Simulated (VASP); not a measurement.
Computed with LDA (Ceperley-Alder, Perdew-Zunger), VASP's LDA PAW potentials (set 64) (plane waves; VASP).

VASP ran on this input.

### KPOINTS
```
Automatic mesh
0
Gamma
12 12 12
0 0 0
```

**INCAR**
```
SYSTEM = CdGeAs2
PREC = Accurate
ENCUT = 400
EDIFF = 1E-7
NELM = 100
ALGO = Normal
LREAL = .FALSE.
LASPH = .TRUE.
ISMEAR = 0
SIGMA = 0.01
LMAXMIX = 4
LWAVE = .FALSE.
LCHARG = .FALSE.
LOPTICS = .TRUE.
NBANDS = 129
NEDOS = 1001
CSHIFT = 0.1
```

### POSCAR
```
CdGeAs2
1
   -2.9431050907     2.9431050907     5.5960034007
    2.9431050907    -2.9431050907     5.5960034007
    2.9431050907     2.9431050907    -5.5960034007
Cd Ge As
2 2 4
Direct
  0.0000000000   1.0000000000   0.0000000000
  0.7500000000   0.2500000000   0.5000000000
  0.5000000000   0.5000000000   0.0000000000
  0.2500000000   0.7500000000   0.5000000000
  0.8750000000   0.8505115170   0.4755115170
  0.1494884830   0.6250000000   0.0244884830
  0.3750000000   0.3994884830   0.5244884830
  0.6005115170   0.1250000000   0.9755115170
```

POTCAR, in this order: Cd Ge_d As (LDA.64 set). Program: vasp_std.

Output of the run:

### OSZICAR
```
       N       E                     dE             d eps       ncg     rms          rms(c)
DAV:   1     0.678109154507E+03    0.67811E+03   -0.21026E+04 64796   0.794E+02
DAV:   2     0.753118379393E+02   -0.60280E+03   -0.51777E+03 44182   0.360E+02
DAV:   3    -0.318246370476E+02   -0.10714E+03   -0.10431E+03 47519   0.753E+01
DAV:   4    -0.364113083568E+02   -0.45867E+01   -0.45724E+01 48619   0.166E+01
DAV:   5    -0.364691628280E+02   -0.57854E-01   -0.57847E-01 49012   0.190E+00    0.100E+01
DAV:   6    -0.355579909119E+02    0.91117E+00   -0.24309E-01 51444   0.383E+00    0.739E+00
DAV:   7    -0.354050469093E+02    0.15294E+00   -0.17031E-01 49172   0.103E+00    0.272E+00
DAV:   8    -0.353947035698E+02    0.10343E-01   -0.46660E-02 49444   0.640E-01    0.410E-01
DAV:   9    -0.353938204968E+02    0.88307E-03   -0.18776E-03 53260   0.160E-01    0.136E-01
DAV:  10    -0.353936887479E+02    0.13175E-03   -0.26561E-04 47692   0.394E-02    0.496E-02
DAV:  11    -0.353936986181E+02   -0.98702E-05   -0.37632E-05 48892   0.156E-02    0.156E-02
DAV:  12    -0.353937004619E+02   -0.18438E-05   -0.23987E-06 48356   0.351E-03    0.718E-03
DAV:  13    -0.353937003843E+02    0.77596E-07   -0.23661E-07 47500   0.155E-03
   1 F= -.35393700E+02 E0= -.35393700E+02  d E =-.227355E-13
 imaginary and real dielectric function
```

### OUTCAR
```
------------------------ aborting loop because EDIFF is reached ----------------------------------------
  FORCE on cell =-STRESS in cart. coord.  units (eV):
  Direction    XX          YY          ZZ          XY          YZ          ZX
  --------------------------------------------------------------------------------------
  Total       -0.0736994     -0.0736994      0.1275243      0.0000000      0.0000000      0.0000000
  in kB       -0.6090105     -0.6090105      1.0537898      0.0000000      0.0000000      0.0000000
  external PRESSURE =      -0.0547437 kB  Pullay stress =       0.0000000 kB
  volume of cell :      193.89
      direct lattice vectors                 reciprocal lattice vectors
    -2.943105091  2.943105091  5.596003401     0.000000000  0.169888599  0.089349481
     2.943105091 -2.943105091  5.596003401     0.169888599  0.000000000  0.089349481
     2.943105091  2.943105091 -5.596003401     0.169888599  0.169888599  0.000000000
 POSITION                                       TOTAL-FORCE (eV/Angst)
 -----------------------------------------------------------------------------------
      0.00000      0.00000      0.00000        -0.000000     -0.000000      0.000000
     -0.00000      2.94311      2.79800        -0.000000     -0.000000      0.000000
      0.00000      0.00000      5.59600        -0.000000      0.000000      0.000000
      2.94311     -0.00000      2.79800         0.000000     -0.000000      0.000000
      1.32741      1.47155      6.99500         0.006201     -0.000000     -0.000000
      1.47155     -1.32741      4.19700        -0.000000     -0.006201      0.000000
      1.61570      1.47155      1.39900        -0.006201     -0.000000      0.000000
      1.47155      4.27051     -1.39900        -0.000000      0.006201     -0.000000
 -----------------------------------------------------------------------------------
    total drift:                               -0.000002     -0.000002     -0.000005
  FREE ENERGIE OF THE ION-ELECTRON SYSTEM (eV)
  ---------------------------------------------------
  free  energy   TOTEN  =       -35.3937003843 eV

  energy  without entropy=      -35.3937003843  energy(sigma->0) =      -35.39370038

 plasma frequency squared (from intraband transitions) (eV^2)
  --------------------------------------------------------------------------------------
       0.000       0.000       0.000
       0.000       0.000       0.000
       0.000       0.000       0.000

 plasma frequency squared (from interband transitions, int dw w eps(2)(w)) (eV^2)
  --------------------------------------------------------------------------------------
     299.685       0.000       0.000       0.000      -0.000      -0.000
       0.000      -0.000     299.685       0.000       0.000      -0.000
      -0.000       0.000       0.000       0.000     300.387       0.000
```
(Selected blocks of OUTCAR.)

The dielectric response may not be converged in the k-mesh; for small gaps it tends to come out too large.

The compound is CdGeAs2 in the chalcopyrite structure. It was relaxed first.
